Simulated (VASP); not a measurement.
Cost and result of VASP (PAW) for the lattice constant a of MgB₂ (AlB2 type). Static lattice. The cost counts the five points of the equation of state, each on the mesh and cut-off of its row, so the ratios hold those differences too. With PBE it took about 60 core-seconds. Costs are core time on shared hosts, one run each; read them as rough ratios.

| level | k-mesh | cut-off (eV) | lattice constant a (Å) | cost over PBE |
|---|---|---|---|---|
| LDA | 12×12×9 | 520 | 3.036 | within a factor of 2 |
| PBE | 11×11×9 | 520 | 3.070 | reference |
| PBEsol | 11×11×9 | 520 | [?] | within a factor of 2 |
| r2SCAN | 11×11×9 | 520 | 3.063 | about 4 times |
| SCAN | 11×11×9 | 520 | [?] | [?] |

Problem. Complete the blanks.

Solution. 
- PBEsol, lattice constant a (Å): 3.061
- SCAN, lattice constant a (Å): 3.058
- SCAN, cost over PBE: about 10 times

Left out are levels that failed, ran on another kind of processor or have no fit band path; at most nine are shown.

The compound is MgB2 in the AlB2 type structure.
